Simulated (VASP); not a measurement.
Given:

```
CELL_PARAMETERS angstrom
      0.00000     2.72859     2.72859
      2.72859     0.00000     2.72859
      2.72859     2.72859     0.00000
ATOMIC_POSITIONS crystal
  Ga 0.00000 0.00000 0.00000
  As 0.25000 0.25000 0.25000
```

The numbers are results of PBEsol GGA, VASP's PBE PAW potentials (set 64) (plane waves; VASP), not measurements. Settings: 500 eV cut-off, 8×8×8 Γ-centred mesh, Gaussian smearing of 0.050 eV, potentials Ga_d As.

Question: Predict the energy per atom (σ→0), pressure, band gap (on the k-mesh) with the smallest direct gap where there is one.

Answer: 
* **band gap (on the k-mesh)**: 1.13 eV
* **smallest direct gap (on the k-mesh)**: 1.28 eV
* **energy per atom (σ→0)**: -4.477 eV/atom
* **pressure**: 9.94 GPa

Total energies compare only between runs with the same potentials, cut-off and functional.

The compound is GaAs in the zinc blende structure. It was relaxed first under an external pressure of 10 GPa.
